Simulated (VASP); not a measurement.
CdClO under changes of volume

One of the cells (20.455 Å³/atom); the others are scaled copies at fixed shape and fractional positions:

```
Cd Cl O
1.0
     3.83702    0.00000    0.00000
    -1.91851    3.32296    0.00000
     0.00000    0.00000    9.62589
Cd Cl O
2 2 2
Cartesian
  1.9185 1.1077 0.1835
  0.0000 2.2153 4.9964
  1.9185 1.1077 3.2605
  0.0000 2.2153 8.0734
  0.0000 0.0000 0.7626
  0.0000 0.0000 5.5755
```

The cell comes from a database or a generator and needn't be the stable form of this composition.

- Program: VASP 6.6.1
- Functional: PBE
- Potentials or basis: VASP PAW PBE potentials, release 64 (Cd, Cl, O)
- Cutoff: 520 eV
- k mesh: 8 × 8 × 3
- Occupations: fermi-dirac, width 0.05 eV
- Spin: no spin polarisation

| volume (Å³/atom) | energy over the lowest point (meV/atom) | pressure (GPa) | largest force (eV/Å) |
| --- | --- | --- | --- |
| 18.851 | 2.10 | 1.5 | 0.323 |
| 19.252 | 0.00 | 0.2 | 0.236 |
| 19.653 | 1.06 | -1.0 | 0.157 |
| 20.455 | ? | ? | ? |
| 20.856 | 19.86 | -3.9 | 0.189 |
| 21.258 | 30.39 | -4.5 | 0.259 |

Task: What does the run at 20.455 Å³/atom give?

Result: Energy over the lowest point 11.28 meV/atom; pressure -3.0 GPa; largest force 0.131 eV/Å.

Worked out: A Birch-Murnaghan fit of order 3 (a polynomial in V^(-2/3)) to the other rows has its minimum at 19.31 Å³/atom with B0 = V·E''(V) = 60 GPa and B' = 4.9 at fixed shape and positions, which overstates the stiffness. It gives 11.30 meV/atom at 20.455 Å³/atom, against the run's 11.28, and -dE/dV = -3.0 GPa, against -3.0.

Energies are extrapolated to zero smearing.
